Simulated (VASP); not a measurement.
Given:

```
CELL_PARAMETERS angstrom
      2.28000    -3.94908     0.00000
      2.28000     3.94908     0.00000
      0.00000     0.00000     6.98000
ATOMIC_POSITIONS crystal
  Pb 0.00000 0.00000 0.00000
  I  0.33333 0.66667 0.26800
  I  0.66667 0.33333 0.73200
```

Calculation: PBE GGA, VASP's PBE PAW potentials (set 64) (plane waves; VASP). Numerical set-up: 400 eV cut-off, 4×4×3 Γ-centred mesh, Gaussian smearing of 0.050 eV, potentials Pb_d I.

Task: Predict the energy per atom (σ→0), pressure.

Result: 
```json
{
 "energy per atom (σ→0)": "-2.852 eV/atom",
 "pressure": "1.47 GPa"
}
```

The absolute energy has meaning only against runs of the same code, potentials and settings.

The compound is PbI2 in the 1T layered structure. The cell was not relaxed at this level.
